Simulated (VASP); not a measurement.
Set up this calculation in VASP 6.6.1, as an ASE script.

* Task: relaxation of cell and atoms
* Functional: PBEsol
* Potentials or basis: VASP PAW PBE potentials, release 64 (Li_sv, Nb_sv, P)
* Cutoff: 600 eV
* k mesh: 5 × 5 × 5
* Occupations: gaussian, width 0.05 eV
* Spin: no spin polarisation
* Hubbard terms: Nb d U = 2 eV, J = 0.5 eV
* LDAUTYPE: 2
* Hund's J: 0.5
* Optimiser: BFGS
* Further INCAR settings: ALGO = Normal; EDIFF = 1.00e-07

The structure of Li3NbP2 lies in POSCAR:

```
Li3NbP2
1.0
    5.1495621126      0.0000000000      0.0000000000
   -2.5747756702      4.4596474918      0.0000000000
    0.0000000000      0.0000000000      4.3337961894
Li Nb P
3 1 2
Direct
    0.0000000000      0.5000000000      0.5000000000
    0.5000000000      0.0000000000      0.5000000000
    0.5000000000      0.5000000000      0.5000000000
    0.0000000000      0.0000000000      0.0000000000
    0.3333300000      0.6666700000      0.0000000000
    0.6666700000      0.3333300000      0.0000000000
```

The cell was built by a generator and needn't be a form met in nature.

The cell isn't the ideal one: volume scaled by 1.25.

One way to write it, as run:

run.py

```python
from ase.calculators.vasp import Vasp
from ase.filters import FrechetCellFilter
from ase.io import read
from ase.optimize import BFGS

atoms = read('POSCAR')
calc = Vasp(
    directory='calc',
    xc='pbesol',
    pp='PBE',
    setups='recommended',
    prec='Accurate',
    encut=600,
    ediff=1e-07,
    ismear=0,
    sigma=0.05,
    lreal=False,
    lasph=True,
    nelm=100,
    algo='Normal',
    isif=2,
    lwave=False,
    lcharg=False,
    lmaxmix=4,
    ldautype=2,
    ldauprint=1,
    ldau_luj={'Nb': {'L': 2, 'U': 2, 'J': 0.5}},
    kpts=[5, 5, 5],
    gamma=True,
)
atoms.calc = calc
opt = BFGS(FrechetCellFilter(atoms), trajectory='relax.traj')
converged = opt.run(fmax=0.01, steps=40)
print('converged:', converged)

print('energy (eV):', atoms.get_potential_energy())
print('free energy (eV):', atoms.get_potential_energy(force_consistent=True))
print('forces (eV/A):')
print(atoms.get_forces())
print('stress (eV/A^3, Voigt):', atoms.get_stress())
print('Fermi level (eV):', calc.get_fermi_level())
print('cell (A, degrees):', atoms.cell.cellpar())
print('volume (A^3):', atoms.get_volume())
print('scaled positions:')
print(atoms.get_scaled_positions())
```

Potentials or basis: VASP PAW PBE potentials, release 64 (Li_sv, Nb_sv, P).

Run with:

```bash
$ python run.py
```

It gave:

The relaxed volume is 12.94 Å³/atom, the relaxed cell is a = 4.735 Å, b = 4.735 Å, c = 3.998 Å, α = 90.00°, β = 90.00°, γ = 120.00° and the space group after relaxing (to 0.05 Å) is P6/mmm (No. 191). The energy gained by relaxing is 189.5 meV/atom. The ionic steps are 10 and the pressure after relaxing is 0.0 GPa. The band gap on the k mesh is none (metal or under the smearing width).

Caveat: the cutoff is under 1.25 times the usual one of these potentials, so pressure, stress and relaxed cells hold a basis-set (Pulay) error; the PAW data sets were made with another functional, which shifts forces and pressure a little; U without spin polarisation on a metal has little footing; the U is typed as a test and isn't derived for this compound.

It took 7.6 min on 1 thread of Intel(R) Xeon(R) Platinum 8488C (Sapphire Rapids), with other jobs on the host, peak memory 0.22 GiB.
